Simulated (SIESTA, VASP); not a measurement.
Given: the input of a run of VASP 6.6.1 on As2S. The cell comes from a database or a generator and needn't be the stable form of this composition.

INCAR

```
SYSTEM = As2S
ALGO = Normal ; EDIFF = 1E-7
ENCUT = 520 ; GGA = PE
ISIF = 2 ; ISMEAR = -1
LASPH = .True. ; LCHARG = .True.
LELF = .True. ; LREAL = .False.
LVHAR = .True. ; LWAVE = .False.
NBANDS = 25 ; NELM = 60
PREC = Accurate ; SIGMA = 0.05
```

KPOINTS

```
k-points
0
Gamma
  7 7 7
  0 0 0
```

POSCAR

```
As2S
1.0
   -3.5064800000      3.5064800000      2.4859190000
    3.5064800000     -3.5064800000      2.4859190000
    3.5064800000      3.5064800000     -2.4859190000
As S
4 2
Direct
    0.8750000000      0.1250000000      0.2500000000
    0.8750000000      0.6250000000      0.7500000000
    0.3750000000      0.1250000000      0.2500000000
    0.8750000000      0.1250000000      0.7500000000
    0.2500000000      0.7500000000      0.5000000000
    0.5000000000      0.5000000000      0.0000000000
```

Potentials or basis: VASP PAW PBE potentials, release 64 (As, S).

Launch:

```sh
$ cat potpaw_PBE.64/As/POTCAR potpaw_PBE.64/S/POTCAR > POTCAR
$ mpirun -np 1 vasp_std > vasp.out
```

**Question.** Set up the same calculation for SIESTA 5.4.2. Potentials or basis there: files PseudoDojo sr-pbe-0.4.1-standard, DZP (energy shift 0.003 Ry; two zetas on semicore shells).

**Answer.** As run (cutoffs and basis follow the program's own potentials, and thresholds, step limits or extra output files can differ):

Contents of As2S.fdf:

```
SystemName                      As2S
SystemLabel                     As2S
NumberOfSpecies                 2
NumberOfAtoms                   6
%block ChemicalSpeciesLabel
  1  33 As
  2  16 S
%endblock ChemicalSpeciesLabel

LatticeConstant                 1.0 Ang
%block LatticeVectors
    -3.5064800000     3.5064800000     2.4859190000
     3.5064800000    -3.5064800000     2.4859190000
     3.5064800000     3.5064800000    -2.4859190000
%endblock LatticeVectors
AtomicCoordinatesFormat         Fractional
%block AtomicCoordinatesAndAtomicSpecies
     0.8750000000     0.1250000000     0.2500000000  1  As
     0.8750000000     0.6250000000     0.7500000000  1  As
     0.3750000000     0.1250000000     0.2500000000  1  As
     0.8750000000     0.1250000000     0.7500000000  1  As
     0.2500000000     0.7500000000     0.5000000000  2  S
     0.5000000000     0.5000000000     0.0000000000  2  S
%endblock AtomicCoordinatesAndAtomicSpecies

%block kgrid.MonkhorstPack
    7   0   0  0.0
    0   7   0  0.0
    0   0   7  0.0
%endblock kgrid.MonkhorstPack
XC.Functional                   GGA
XC.Authors                      PBE
PAO.BasisSize                   DZP
PAO.EnergyShift                 0.003 Ry
Mesh.Cutoff                     500 Ry
OccupationFunction              FD
ElectronicTemperature           0.05 eV
MaxSCFIterations                120
SCF.MustConverge                false
SCF.Mixer.Method                Pulay
SCF.Mixer.Weight                0.25
SCF.Mixer.History               8
SCF.DM.Tolerance                5.0e-05
SCF.H.Tolerance                 1.0e-03 eV
WriteForces                     true
Charge.Mulliken                 end
Charge.Hirshfeld                end
Charge.Voronoi                  end
SaveRho                         true
SaveElectrostaticPotential      true
%block PAO.Basis
  As 4
  n=4 0 2
    5.512 0.000
  n=4 1 2
    7.356 0.000
  n=3 2 2
    2.890 0.000
  n=4 2 1
    7.356
%endblock PAO.Basis
```

Potentials or basis: PseudoDojo 0.4 standard (PBE files), converted to PSML, two zetas on semicore shells, DZP (energy shift 0.003 Ry; two zetas on semicore shells).

Launch:

```console
$ siesta < As2S.fdf > As2S.out 2>&1
```

Both were run:

|  | VASP | SIESTA |
| --- | --- | --- |
| Pressure | 0.4 GPa | 2.6 GPa |

The potentials hold 32 and 72 valence electrons a cell.

Pressure is positive in compression.
